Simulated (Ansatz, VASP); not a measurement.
# H19C13O12 (amorphous polycarbonate of ethylene at 300 K) in two plane-wave programs

One calculation is typed for both programs; each brings its own data sets. How far apart do they land? The structure shown is the start of the Ansatz relaxation below; VASP solves that cell, so the two are compared at the walk's first step.

Program: Ansatz 0.2.0. Level of theory: plane waves, with VASP 6.6.1 beside it; single point at PBE with D3(BJ). Results are calculated unless marked as measured.

### Step 1. The structure

The cell holds 176 atoms: 52 C, 48 O and 76 H. Its edges and angles: a = 12.392 Å, b = 12.392 Å, c = 12.392 Å, α = 90.0°, β = 90.0°, γ = 90.0°. As first built, before any earlier steps moved the atoms (in the runner's words): 2 polycarbonate of ethylene chains of 8 units placed at random, at 1.28 g/cm^3; overlaps pushed apart, then 20 ps at 800 K with MMFF94 bonds, angles, torsions, charges and radii (Halgren, J. Comput. Chem. 17, 490 (1996)) in harmonic and 12-6 forms; charges of ions scaled by 0.8. Snapshot after 30 ps at 300 K and fixed volume. The cell carries charge +1.

### Step 2. Ansatz: relaxation, PBE with D3(BJ)

Ansatz runs on its default PAW (the set named soft_2) files.

The two programs are compared at the cell with which this relaxation starts, whose forces are those of its first step.

Contents of input.yaml:

```yaml
crystal:
  lattice:
    - [12.39198, 0.0, 0.0]
    - [0.0, 12.39198, 0.0]
    - [0.0, 0.0, 12.39198]
  atoms:
    - { symbol: C, position: [0.46618, 0.91472, 0.73179] }
    - { symbol: O, position: [0.50792, 0.90032, 0.62366] }
    - { symbol: C, position: [0.6099, 0.93339, 0.60991] }
    - { symbol: O, position: [0.66763, 0.97515, 0.67725] }
    - { symbol: O, position: [0.63754, 0.91123, 0.50657] }
    - { symbol: C, position: [0.74985, 0.93103, 0.48093] }
    - { symbol: C, position: [0.82434, 0.84987, 0.5325] }
    - { symbol: O, position: [0.79784, 0.74422, 0.49037] }
    - { symbol: C, position: [0.84224, 0.66201, 0.54636] }
    - { symbol: O, position: [0.90214, 0.67092, 0.62337] }
    - { symbol: O, position: [0.80912, 0.56965, 0.50017] }
    - { symbol: C, position: [0.85153, 0.472, 0.54875] }
    - { symbol: C, position: [0.79576, 0.44767, 0.65599] }
    - { symbol: O, position: [0.80392, 0.33381, 0.68147] }
    - { symbol: C, position: [0.90206, 0.30051, 0.71165] }
    - { symbol: O, position: [0.98433, 0.35409, 0.7132] }
    - { symbol: O, position: [0.89325, 0.19553, 0.73998] }
    - { symbol: C, position: [0.99368, 0.13936, 0.75679] }
    - { symbol: C, position: [0.02727, 0.07964, 0.65556] }
    - { symbol: O, position: [0.07281, 0.15178, 0.5756] }
    - { symbol: C, position: [0.0068, 0.18538, 0.49521] }
    - { symbol: O, position: [0.91385, 0.15783, 0.48142] }
    - { symbol: O, position: [0.05537, 0.25526, 0.42804] }
    - { symbol: C, position: [0.16857, 0.28335, 0.44148] }
    - { symbol: C, position: [0.18014, 0.37937, 0.5176] }
    - { symbol: O, position: [0.29272, 0.3963, 0.54301] }
    - { symbol: C, position: [0.34944, 0.45255, 0.46914] }
    - { symbol: O, position: [0.31434, 0.48998, 0.38542] }
    - { symbol: O, position: [0.45192, 0.45804, 0.5045] }
    - { symbol: C, position: [0.52347, 0.52764, 0.44362] }
[... 140 atom lines left out ...]
    - { symbol: H, position: [0.55268, 0.00118, 0.12628] }
    - { symbol: H, position: [0.66194, 0.87874, 0.23684] }
    - { symbol: H, position: [0.67033, 0.78388, 0.13139] }
    - { symbol: H, position: [0.46041, 0.83938, 0.25282] }
    - { symbol: H, position: [0.4725, 0.74341, 0.1474] }
    - { symbol: H, position: [0.53938, 0.72173, 0.2718] }
total_charge: 1
kpoints:
  mp_grid: { grid: [1, 1, 1] }
hamiltonian:
  xc: pbe
  dispersion: d3bj
scf:
  occupations: { method: fermi_dirac, width: 0.01 }
  lower_state_search: "off"
output:
  forces: true
magnetization:
  spin_polarized: true
  initial_magnetization: 1
relax:
  f_tol: 0.05
  max_steps: 90
```

Run with:

```bash
$ ansatz run input.yaml --threads 4 --pin off --max-ram 8192MiB --backend cpu --events-out ev --progress --plain --runs-dir out
```

Numbers of over 12 decimals in the logs are rounded to 6 here.

Log:

```text
Engine: ansatz 0.2.0, x86_64-unknown-linux-gnu
Pseudopotentials: kind: paw
Pseudopotential: C, paw, valence charge 4, recommended cutoff 420 eV (normal), C.paw.azcp
Pseudopotential: O, paw, valence charge 6, recommended cutoff 420 eV (normal), O.paw.azcp
Pseudopotential: H, paw, valence charge 1, recommended cutoff 420 eV (normal), H.paw.azcp
Functional definition: PBE
  parameter kappa = 0.804
  parameter beta = 0.066725
  exchange = pbe_x(kappa = kappa, mu = beta*pi^2/3)
  correlation = pbe_c(beta = beta)
Crystal: 176 atoms, lattice volume = 1902.927 Å³
Basis set: ecut = 420 eV, 37193 PW (Γ), exchange–correlation on 180×180×180 points (8 copies of the dense FFT grid, shifted against one another)
Bands: 462, of which v1, the nominal top of the filled ones, is band 286 counted from 1 (285 counted from 0)
Symmetry: 1 space group operations
Space group: P1 (ITA 1), of the structure as read, at distance tolerance 1.2e-4 Å
Magnetic group: BNS 1.1 (UNI 1), of the structure as read, at distance tolerance 1.2e-4 Å
k-points: 1
Non-local potential: C, projectors of the file, l = 0: 2, l = 1: 2, l = 2: 1
Non-local potential: O, projectors of the file, l = 0: 2, l = 1: 2, l = 2: 1
Non-local potential: H, projectors of the file, l = 0: 2, l = 1: 1
PAW form: soft (Blöchl's): semilocal exchange-correlation on the pseudo side does not see the compensation charge
PAW one-centre angular grid: C, 110 points (default); XC on 64 Gauss nodes
PAW one-centre angular grid: O, 110 points (default); XC on 64 Gauss nodes
PAW one-centre angular grid: H, 110 points (default); XC on 64 Gauss nodes
Initial density: superposition of atomic densities (chi_scale 0.1, normalization cell, long waves 11 % of neutral atoms scaled as one to the charged cell's electrons (reshape's long-wave potential 1.11 eV rms, cloud 0.97 Å wide))
Starting moments: Σ|m| = 1 μB on 176 of 176 sites
Initial wavefunctions: pseudopotential atomic-orbital guess
Functional: x = pbe(κ = 0.804, μ = 0.219515), c = pbe(β = 0.066725)
SCF iter   1: F=—  HF=-41570.531334 eV  |F-HF|=—  |Δ(HF+E_count)|=         —  Δρ=5.93e-2 (↑5.87e-2 ↓5.93e-2)  dr2=2.69e2  dr2_m=3.92e-1  M=1.000 μB ∫|m|=1.045 μB  β_m=1.00  ethr=3.10e-3  ⟨swp⟩=6.0  Hψ=3658  notcnv=0  defer=276
preconditioner: auto → Resta (q_TF=auto, 2.232 Å⁻¹)  ε∞=2.4  [insulator: Δε(μ)=0.113 eV  Ē_g=17.037 eV  σ=0.010 eV  W_gap=0.99  n_scr=364 (ndim 8)  ℏωp=20.2 eV  f_vac=0.148  D(μ)=0.70/eV (n_scr^D=0)  ε∞_Penn≈2.4]
spin=Collinear: Resta preconditioning applied to the charge; magnetization (m = ρ↑ − ρ↓) channel mixes plain (no charge-response kernel on spin).
SCF iter   2: F=—  HF=-41513.100563 eV  |F-HF|=—  |Δ(HF+E_count)|=         —  Δρ=3.82e-2 (↑3.69e-2 ↓3.82e-2)  dr2=9.67e1  dr2_m=3.16e-1  M=0.129 μB ∫|m|=0.303 μB  β_m=0.30  ethr=3.10e-3  ⟨swp⟩=3.0  Hψ=1587  notcnv=0  defer=344
Mixer restart at iter 2: flushing history
preconditioner: auto → none  [metal: Δε(μ)=0.005 eV  Ē_g=16.408 eV  σ=0.010 eV  W_gap=0.13  n_scr=364 (ndim 8)  ℏωp=19.8 eV  f_vac=0.160  D(μ)=49.16/eV (n_scr^D=340)]
SCF iter   3: F=—  HF=-41489.933170 eV  |F-HF|=—  |Δ(HF+E_count)|=    2.32e1  Δρ=2.45e-2 (↑2.39e-2 ↓2.45e-2)  dr2=3.29e1  dr2_m=1.58e-1  M=0.050 μB ∫|m|=0.189 μB  β_m=0.30  ethr=3.10e-3  ⟨swp⟩=3.0  Hψ=1656  notcnv=0  defer=342
SCF iter   4: F=—  HF=-41484.386049 eV  |F-HF|=—  |Δ(HF+E_count)|=    5.55e0  Δρ=1.85e-2 (↑1.51e-2 ↓1.85e-2)  dr2=1.70e1  dr2_m=4.35e-1  M=0.771 μB ∫|m|=0.868 μB  β_m=0.30  ethr=3.10e-3  ⟨swp⟩=3.0  Hψ=1656  notcnv=0  defer=342
SCF iter   5: F=—  HF=-41481.869479 eV  |F-HF|=—  |Δ(HF+E_count)|=    2.52e0  Δρ=1.08e-2 (↑7.33e-3 ↓1.08e-2)  dr2=6.31e0  dr2_m=1.94e-1  M=0.962 μB ∫|m|=1.028 μB  β_m=0.30  ethr=2.97e-3  ⟨swp⟩=4.0  Hψ=2226  notcnv=0  defer=336
SCF iter   6: F=—  HF=-41481.428167 eV  |F-HF|=—  |Δ(HF+E_count)|=   4.41e-1  Δρ=9.79e-3 (↑7.25e-3 ↓9.79e-3)  dr2=6.91e0  dr2_m=1.11e-1  M=0.091 μB ∫|m|=0.233 μB  β_m=0.30  ethr=1.10e-3  ⟨swp⟩=4.0  Hψ=2270  notcnv=0  defer=336
SCF iter   7: F=—  HF=-41481.631386 eV  |F-HF|=—  |Δ(HF+E_count)|=   2.03e-1  Δρ=8.59e-3 (↑6.40e-3 ↓8.59e-3)  dr2=5.92e0  dr2_m=6.79e-2  M=0.168 μB ∫|m|=0.280 μB  β_m=0.30  ethr=1.10e-3  ⟨swp⟩=4.0  Hψ=2254  notcnv=0  defer=342
SCF iter   8: F=—  HF=-41481.352448 eV  |F-HF|=—  |Δ(HF+E_count)|=   2.79e-1  Δρ=8.27e-3 (↑6.59e-3 ↓8.27e-3)  dr2=6.46e0  dr2_m=3.31e-2  M=0.175 μB ∫|m|=0.262 μB  β_m=0.30  ethr=1.04e-3  ⟨swp⟩=5.5  Hψ=2176  notcnv=0  defer=344
SCF iter   9: F=—  HF=-41481.079316 eV  |F-HF|=—  |Δ(HF+E_count)|=   2.73e-1  Δρ=7.95e-3 (↑6.81e-3 ↓7.95e-3)  dr2=6.54e0  dr2_m=2.07e-2  M=0.052 μB ∫|m|=0.137 μB  β_m=0.30  ethr=1.04e-3  ⟨swp⟩=4.0  Hψ=2170  notcnv=0  defer=344
Mixer restart at iter 9: flushing history
spin-set hold released at iteration 9 (site moments contracting): the magnetisation degrees of freedom join the quasi-Newton model from the next iteration; the mixer history was flushed
[...]
- { symbol: H, position: [0.492337, 0.539994, 0.363458] }
    - { symbol: H, position: [0.601227, 0.485164, 0.442109] }
    - { symbol: H, position: [0.459565, 0.677658, 0.510814] }
    - { symbol: H, position: [0.590698, 0.688417, 0.449437] }
    - { symbol: H, position: [0.489980, 0.521605, 0.870805] }
    - { symbol: H, position: [0.491735, 0.664361, 0.897956] }
    - { symbol: H, position: [0.682201, 0.648008, 0.962666] }
    - { symbol: H, position: [0.590348, 0.567297, 0.041148] }
    - { symbol: H, position: [0.769787, 0.160793, 0.920893] }
    - { symbol: H, position: [0.666997, 0.191014, 0.019177] }
    - { symbol: H, position: [0.622600, 0.080394, 0.838665] }
    - { symbol: H, position: [0.618799, 0.211914, 0.778801] }
    - { symbol: H, position: [0.199437, 0.321956, 0.910795] }
    - { symbol: H, position: [0.299599, 0.397072, 0.837863] }
    - { symbol: H, position: [0.384402, 0.449921, 0.014663] }
    - { symbol: H, position: [0.250389, 0.497956, -0.000310952] }
    - { symbol: H, position: [0.181558, 0.349564, 0.118803] }
    - { symbol: H, position: [0.313845, 0.296557, 0.131620] }
    - { symbol: H, position: [0.282931, 0.424942, 0.186874] }
    - { symbol: C, position: [0.850201, 0.420753, 0.184412] }
    - { symbol: O, position: [0.794317, 0.318557, 0.182367] }
    - { symbol: C, position: [0.731426, 0.299774, 0.268255] }
    - { symbol: O, position: [0.715915, 0.360630, 0.343546] }
    - { symbol: O, position: [0.688653, 0.200226, 0.255948] }
    - { symbol: C, position: [0.617167, 0.166916, 0.341686] }
    - { symbol: C, position: [0.506105, 0.217492, 0.326626] }
    - { symbol: O, position: [0.433390, 0.173872, 0.406558] }
    - { symbol: C, position: [0.383551, 0.081565, 0.378224] }
    - { symbol: O, position: [0.391619, 0.034755, 0.292356] }
    - { symbol: O, position: [0.322015, 0.051273, 0.462556] }
    - { symbol: C, position: [0.253126, 0.959226, 0.442250] }
    - { symbol: C, position: [0.315146, 0.852151, 0.444142] }
    - { symbol: O, position: [0.284498, 0.788757, 0.351461] }
    - { symbol: C, position: [0.204526, 0.716856, 0.365869] }
    - { symbol: O, position: [0.169159, 0.685523, 0.452031] }
    - { symbol: O, position: [0.171495, 0.686749, 0.267342] }
    - { symbol: C, position: [0.081898, 0.612337, 0.263102] }
    - { symbol: C, position: [0.977692, 0.663063, 0.301734] }
    - { symbol: O, position: [0.942492, 0.750448, 0.232494] }
    - { symbol: C, position: [0.962977, 0.850490, 0.269264] }
    - { symbol: O, position: [0.013406, 0.873593, 0.350498] }
    - { symbol: O, position: [0.916807, 0.920693, 0.200770] }
    - { symbol: C, position: [0.929457, 0.033365, 0.230140] }
    - { symbol: C, position: [0.925604, 0.102139, 0.129875] }
    - { symbol: O, position: [0.00911571, 0.077666, 0.051521] }
    - { symbol: C, position: [0.111352, 0.090495, 0.083981] }
    - { symbol: O, position: [0.141250, 0.121311, 0.172526] }
    - { symbol: O, position: [0.176079, 0.062349, 1.001556] }
    - { symbol: C, position: [0.282481, 0.025428, 0.033580] }
    - { symbol: C, position: [0.273222, 0.916724, 0.088788] }
    - { symbol: O, position: [0.208490, 0.843402, 0.024725] }
    - { symbol: C, position: [0.260535, 0.790040, 0.946537] }
    - { symbol: O, position: [0.357758, 0.788588, 0.931469] }
    - { symbol: O, position: [0.185831, 0.738505, 0.887517] }
    - { symbol: C, position: [0.225361, 0.664397, 0.806137] }
    - { symbol: C, position: [0.131131, 0.596484, 0.768607] }
    - { symbol: O, position: [0.084897, 0.539329, 0.860169] }
    - { symbol: C, position: [0.014260, 0.591483, 0.923070] }
    - { symbol: O, position: [0.992365, 0.559530, 0.013517] }
    - { symbol: O, position: [0.969852, 0.677791, 0.875309] }
    - { symbol: C, position: [0.916589, 0.753841, 0.945146] }
    - { symbol: C, position: [0.882514, 0.846443, 0.871879] }
    - { symbol: O, position: [0.825648, 0.926144, 0.935126] }
    - { symbol: C, position: [0.723112, 0.898687, 0.958954] }
    - { symbol: O, position: [0.673426, 0.823577, 0.919893] }
    - { symbol: O, position: [0.685760, 0.968261, 0.033114] }
    - { symbol: C, position: [0.588485, 0.930368, 0.087804] }
    - { symbol: C, position: [0.618164, 0.845040, 0.171101] }
    - { symbol: C, position: [0.519211, 0.786936, 0.215481] }
    - { symbol: H, position: [0.909110, 0.420893, 0.250549] }
    - { symbol: H, position: [0.890973, 0.428001, 0.106625] }
    - { symbol: H, position: [0.792516, 0.486954, 0.195482] }
    - { symbol: H, position: [0.611845, 0.078954, 0.334045] }
    - { symbol: H, position: [0.651902, 0.188717, 0.420175] }
[...]
- { symbol: H, position: [0.953316, 0.888274, 0.839546] }
    - { symbol: H, position: [0.532384, 0.898136, 0.027251] }
    - { symbol: H, position: [0.553877, 0.00284205, 0.124858] }
    - { symbol: H, position: [0.664304, 0.883098, 0.236687] }
    - { symbol: H, position: [0.672687, 0.786249, 0.133059] }
    - { symbol: H, position: [0.463184, 0.843038, 0.254666] }
    - { symbol: H, position: [0.475058, 0.745101, 0.150905] }
    - { symbol: H, position: [0.542892, 0.726026, 0.275170] }
```

In the SCF lines HF is the Harris–Foulkes energy and dr2 the Hartree energy of the density residual, in eV; the loop may stop once dr2 is under the threshold and the program's other checks hold. Hψ counts applications of the Hamiltonian.

### Step 3. VASP: single point, PBE with D3(BJ), start cell

The same cell, functional, mesh and smearing now go to VASP, with its own data sets.

Lines of VASP's logs that name or quote its potential files are left out, and so is its time.

Contents of INCAR:

```
SYSTEM = H19C13O12
PREC = Accurate
ENCUT = 520
EDIFF = 1E-06
NELM = 200
ISMEAR = -1
SIGMA = 0.01
LREAL = Auto
ALGO = Normal
GGA = PE
IVDW = 12
NELECT = 571
NBANDS = 408
ISPIN = 2
MAGMOM = 0 -0 0 0 -0 0 0 -0 0 0 -0 0 0 -0 0 0 -0 0 0 -0 0 0 -0 0 0 0 -0 -0 0 0 -0 0 0 -0 0 0 -0 0 0 -0 0 0 -0 0 0 -0 0 0 -0 0 0 0 0 0.02 0 0 0.01 0.01 0.02 0.02 0 0 0 0 0 0.01 0.02 0.02 0.04 0.01 0.01 0.03 0.03 0.03 0.03 0.02 0 0 0 0 0 0 0.01 0.03 0.01 0 0 0 0.01 0.03 0.01 0 0.01 0.01 0 0.03 0.01 0 0 0 -0 -0 0 0 -0 0 0 0 0 0 0 0 0 0 0 0 0 0 0 0 0 0 0 0 -0 0 0 0 0 0 0 0 0 0 0 0 0 0 0 -0 0 0 0 0 0 0 0 0 0 0 0 0 0 0 0 0 0 0 0 -0 0 0 0 0 0 0 0 0 0 0 0 0 0 0 0 0
LORBIT = 11
LWAVE = .FALSE.
LCHARG = .FALSE.
ISIF = 2
LASPH = .TRUE.
GGA_COMPAT = .FALSE.
```

Contents of POSCAR:

```
H19C13O12
1.0
   12.3919800000      0.0000000000      0.0000000000
    0.0000000000     12.3919800000      0.0000000000
    0.0000000000      0.0000000000     12.3919800000
C O H
52 48 76
Direct
    0.4661805458      0.9147206500      0.7317878176
    0.6099025337      0.9333940177      0.6099106035
    0.7498478855      0.9310295853      0.4809320222
    0.8243396132      0.8498722561      0.5324976315
    0.8422382864      0.6620088154      0.5463614370
    0.8515265519      0.4719988250      0.5487500787
    0.7957566103      0.4476685727      0.6559887928
    0.9020592351      0.3005088775      0.7116538277
    0.9936830111      0.1393562611      0.7567878580
    0.0272676360      0.0796402189      0.6555610968
    0.0068027870      0.1853779622      0.4952073841
    0.1685687033      0.2833526200      0.4414790857
    0.1801407039      0.3793663321      0.5176008999
    0.3494437531      0.4525507627      0.4691421387
    0.5234675976      0.5276396508      0.4436175656
    0.5350476679      0.6365084514      0.4976686534
    0.5282529507      0.6228383196      0.6884614081
    0.5406238551      0.5931981814      0.8755017358
    0.6268409084      0.5795522588      0.9603630735
    0.6611534234      0.3920196772      0.9722013754
    0.6938600611      0.2059396481      0.9393010641
    0.6124687096      0.1680038218      0.8559164879
    0.4478380372      0.2656476205      0.8719026338
    0.2831912253      0.3537368524      0.9142929540
    0.3016225010      0.4249119188      0.0125565083
    0.2694484659      0.3721519886      0.1191415738
    0.8502515337      0.4211030037      0.1827633679
    0.7325786517      0.3002506460      0.2684074700
    0.6189002887      0.1677213811      0.3433107542
    0.5077396832      0.2178828565      0.3274617938
[... 140 atom lines left out ...]
    0.5526800398      0.0011781814      0.1262832897
    0.6619361878      0.8787376997      0.2368386650
    0.6703287126      0.7838779598      0.1313914322
    0.4604106850      0.8393816000      0.2528167412
    0.4724991486      0.7434082366      0.1474017873
    0.5393811159      0.7217329273      0.2717967589
```

Contents of KPOINTS:

```
Automatic mesh
0
Gamma
1 1 1
0 0 0
```

Potentials, in the order of the species: C, O and H (PBE family, release 64).

Run with:

```bash
$ export OMP_NUM_THREADS=3
$ mpirun -np 1 vasp_gam
```

Log:

```text
[banner, memory and clock lines left out]
running    1 mpi-ranks, on    1 nodes
[...]
Offloading initialized ...    1 GPUs detected
[...]
LDA part: xc-table for (Slater+PW92), standard interpolation
 POSCAR, INCAR and KPOINTS ok, starting setup
[...]
entering main loop
       N       E                     dE             d eps       ncg     rms          rms(c)
DAV:   1     0.479909507965E+04    0.47991E+04   -0.31519E+05  1680   0.132E+03
DAV:   2    -0.626007415073E+03   -0.54251E+04   -0.51734E+04  2040   0.327E+02
DAV:   3    -0.113541587832E+04   -0.50941E+03   -0.50440E+03  2008   0.105E+02
DAV:   4    -0.114691759319E+04   -0.11502E+02   -0.11448E+02  2048   0.170E+01
DAV:   5    -0.114721895621E+04   -0.30136E+00   -0.30090E+00  2032   0.257E+00BRMIX: very serious problems
 the old and the new charge density differ
 old charge density:   572.00000 new  571.00000
    0.570E+01
DAV:   6    -0.108181418053E+04    0.65405E+02   -0.14887E+02  1928   0.198E+01    0.284E+01
DAV:   7    -0.107336192378E+04    0.84523E+01   -0.38493E+01  2048   0.944E+00    0.152E+01
DAV:   8    -0.107149846593E+04    0.18635E+01   -0.16488E+01  2224   0.641E+00    0.724E+00
DAV:   9    -0.107104452124E+04    0.45394E+00   -0.48691E+00  2120   0.362E+00    0.616E+00
[...]
DAV:  68    -0.107082739737E+04    0.61316E-04   -0.16428E-05  2072   0.800E-03    0.186E-01
DAV:  69    -0.107082740675E+04   -0.93737E-05   -0.36976E-06  1632   0.279E-03    0.182E-01
DAV:  70    -0.107082740657E+04    0.17336E-06   -0.73949E-08   912   0.428E-04
   1 F= -.10799510E+04 E0= -.10799391E+04  d E =-.237277E-01  mag=     0.4996
```

Parts of OUTCAR (step 3):

```text
 magnetization (x)
# of ion       s       p       d       tot
------------------------------------------
    1        0.000  -0.000   0.000   0.000
    2       -0.000  -0.001   0.000  -0.001
    3        0.000  -0.000   0.000   0.000
    4        0.000   0.000   0.000   0.000
    5       -0.000  -0.001   0.000  -0.001
    6       -0.000  -0.001   0.000  -0.001
[...]
174       -0.000  -0.000   0.000  -0.000
  175        0.000   0.000   0.000   0.000
  176        0.000   0.000   0.000   0.000
--------------------------------------------------
tot          0.020   0.413   0.000   0.433
```

The run ends at a pressure of 0.00 GPa, with forces up to 0.77 eV/Å.

### Step 4. Side by side

Known differences besides the potentials themselves: VASP starts from the moments at which Ansatz ended; the cutoff is 420 eV in Ansatz and 520 eV in VASP (PREC = Accurate, projectors in real space). Total energies have different zeros and are not compared.

Forces on 9 of the 176 atoms, those with the largest forces and the largest differences (eV/Å; atoms numbered as in POSCAR):

```
atom          Ansatz x, y, z            VASP x, y, z
 C17    0.451, 0.013, -0.051   0.763, -0.006, -0.079
 C23   -0.305, -0.209, 0.138   -0.405, -0.421, 0.292
 C34    0.217, 0.183, -0.330    0.319, 0.257, -0.568
 C40  -0.190, -0.139, -0.366  -0.279, -0.218, -0.613
 C46    0.160, 0.069, -0.379    0.226, 0.127, -0.634
 O54     0.076, 0.074, 0.111     0.350, 0.276, 0.437
 O69  -0.134, -0.037, -0.026   -0.619, 0.000, -0.017
 O90     0.048, 0.044, 0.125     0.201, 0.208, 0.561
 O99  -0.033, -0.061, -0.023  -0.280, -0.426, -0.223
```

The forces differ by 105 meV/Å r.m.s., which is 73.2 % of the r.m.s. force of 0.143 eV/Å (both taken over all components). VASP's last cycles still show a density residual of 2e-02, so its state may not be settled. Moments aren't recorded for both runs of this pair, so they may hold unlike magnetic states. The cell carries a charge of +1 e against a uniform background, so its pressure also hangs on how the neutralising background is counted, and in a defect's cell a gap may be the spacing between its levels.

### Step 5. Results

| Quantity | Value |
| --- | --- |
| r.m.s. force difference (single point, PBE with D3(BJ), start cell) | 105 meV/Å |

In words: The r.m.s. force difference is 105 meV/Å (single point, PBE with D3(BJ), start cell), beyond the 12 meV/Å picked in this series as the mark of a large difference. What causes the difference of the single point, PBE with D3(BJ), start cell pair stays open here. 1 further run of this series is not shown here. How closely two codes agree says nothing of how well the functional describes the real material.

[Lines on the potential files, build, host, timing and source positions are cut from VASP's logs without a mark.]

[Logs are printed without paths, hosts, clocks, repeated set-up lines and the standing remarks that a program may print on its own settings, such as how far it seeks lower states.]

[Hosts, paths, dates, database ids (printed as entryN), source tags and the programs' standing remarks are cut or masked in the printed files.]

[The MMFF94 radii named for the starting cell were scaled by 0.96; in molecules described by MMFF94, hydrogen bound to N, O or S took a small fixed 12-6 site in their place.]
